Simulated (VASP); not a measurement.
Computed with PBE GGA with D4 dispersion, VASP's PBE PAW potentials (set 64) (plane waves; VASP).

VASP ran on this input.

### INCAR
```
SYSTEM = Bi
PREC = Accurate
ENCUT = 520
EDIFF = 1E-7
NELM = 100
ALGO = Normal
LREAL = .FALSE.
LASPH = .TRUE.
ISMEAR = 1
SIGMA = 0.1
GGA = PE
IVDW = 13
LMAXMIX = 4
LWAVE = .FALSE.
LCHARG = .FALSE.
ISIF = 4
IBRION = 2
NSW = 30
EDIFFG = -0.01
```

**POSCAR**
```
Bi
1
    4.0472767046    -2.2430342666    -0.0199379340
    4.0472767046     2.2430342666    -0.0199379340
    2.8223305551     0.0000000000     3.6669468531
Bi
2
Direct
  0.2372436458   0.2372436458   0.2372436458
  0.7627563542   0.7627563542   0.7627563542
```

**KPOINTS**
```
Automatic mesh
0
Gamma
10 10 10
0 0 0
```

POTCAR, in this order: Bi_d (PBE.64 set). Program: vasp_std.

Problem. What will the output report for the number of irreducible k-points (NKPTS), largest plane-wave count, number of space-group operations, FFT grid (NGX, NGY, NGZ)?

Solution. 
| Quantity | Result |
|---|---|
| number of irreducible k-points (NKPTS) | 116 |
| largest plane-wave count | 1820 |
| number of space-group operations | 12 |
| FFT grid (NGX, NGY, NGZ) | 36 × 36 × 36 |

The compound is Bi in the a7 structure. This cell is one point of a volume scan, at 0.97 of the reference volume. Symmetry was kept, so distortions that lower it aren't found.
